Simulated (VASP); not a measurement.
Given:

```xyz
2
Lattice="0.0000 2.4482 2.4482 2.4849 0.0000 2.4482 2.4849 2.4482 0.0000" Properties=species:S:1:pos:R:3 pbc="T T T"
Y      0.0000     0.0000     0.0000
N      2.4849     2.4482     2.4482
```

Calculation: r2SCAN meta-GGA, VASP's PBE PAW potentials (set 64) (plane waves; VASP). Run with 600 eV cut-off, 8×8×8 Γ-centred mesh, Gaussian smearing of 0.050 eV, potentials Y_sv N.

### Question
Give the stress tensor in GPa (positive for a compressed cell).

### Answer

```
-4.53   0.00   0.00
 0.00  -1.22   0.00
 0.00   0.00  -1.22
```
The pressure is its mean diagonal, -2.33 GPa.

The compound is YN in the rock salt structure. This cell was strained or had an atom moved on purpose.
